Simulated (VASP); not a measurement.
An input for Quantum ESPRESSO's pw.x (written as the equivalent of a VASP run, and not itself run):

```
&CONTROL
  calculation = 'scf'
  pseudo_dir = './pseudo'
  outdir = './out'
  tprnfor = .true.
  tstress = .true.
/
&SYSTEM
  ibrav = 0
  nat = 1
  ntyp = 1
  ecutwfc = 88
  occupations = 'smearing'
  smearing = 'methfessel-paxton'
  degauss = 0.00735
  input_dft = 'pbe'
/
&ELECTRONS
  conv_thr = 7.3e-09
  electron_maxstep = 100
/
ATOMIC_SPECIES
  Na 22.990 Na.upf
CELL_PARAMETERS angstrom
    -2.1209878    2.1209878    2.1209878
     2.1209878   -2.1209878    2.1209878
     2.1209878    2.1209878   -2.1209878
ATOMIC_POSITIONS crystal
  Na   0.0000000  0.0000000  0.0000000
K_POINTS automatic
  12 12 12 0 0 0
```

Task: Translate this input to VASP (INCAR, KPOINTS, POSCAR, choice of POTCAR).

Result: This is not unique; one that fits is 
**INCAR**
```
SYSTEM = Na
PREC = Accurate; ENCUT = 480; LREAL = F
LASPH = T
EDIFF = 1E-7; NELM = 100; ALGO = Normal
ISMEAR = 1; SIGMA = 0.1
GGA = PE
ISIF = 2
LWAVE = F; LCHARG = F
```

POSCAR:
```
Na
1
   -2.1209878203     2.1209878203     2.1209878203
    2.1209878203    -2.1209878203     2.1209878203
    2.1209878203     2.1209878203    -2.1209878203
Na
1
Direct
  0.0000000000   0.0000000000   0.0000000000
```

File KPOINTS:
```
Automatic mesh
0
Gamma
12 12 12
0 0 0
```

POTCAR, in this order: Na_pv (PBE.64 set). Program: vasp_std.

Limits of the translation: the potentials are each code's own (VASP's PAW set, PseudoDojo norm-conserving files in pw.x), so ENCUT and ecutwfc are chosen apart and not converted; conv_thr bounds pw.x's estimated SCF error, while EDIFF bounds the energy change between steps.

The compound is Na in the bcc structure. This cell was strained or had an atom moved on purpose.
